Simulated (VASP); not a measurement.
Shape and ions are relaxed at each volume.

Here is the system:

```yaml
crystal:
  lattice:
    - [1.81485, -3.14341, 0.00000]
    - [1.81485, 3.14341, 0.00000]
    - [0.00000, 0.00000, 5.52214]
  atoms:
    - { symbol: Tl, position: [0.33333, 0.66667, 0.25000] }
    - { symbol: Tl, position: [0.66667, 0.33333, 0.75000] }
```

All values below come from PBE GGA, VASP's PBE PAW potentials (set 64) (plane waves; VASP 6.6.1). Settings: 520 eV cut-off, 12×12×7 Γ-centred mesh, first-order Methfessel-Paxton smearing of 0.10 eV, potentials Tl_d.

Q: Give the energy at these volumes per atom, relative to the lowest: 29.56, 30.51, 31.45, 32.39, 33.34 Å³.

A: 11.4, 2.8, 0.0, 2.0, 7.8 meV/atom. A third-order Birch-Murnaghan fit gives B0 = 26.5 GPa and B0′ = 5.8.

Measured: bulk modulus 37.4 GPa at 0 K (computed value off by -29.2 %), as given by K. Lejaeghere et al., Critical reviews in solid state and materials sciences/CRC critical reviews in solid state and materials sciences (2013), arXiv:1204.2733 [extrapolated to 0 K and zero-point effects removed (source: thermally corrected experimental values)].

The compound is Tl in the hcp structure. It was relaxed first, which changed the volume by +10 %.
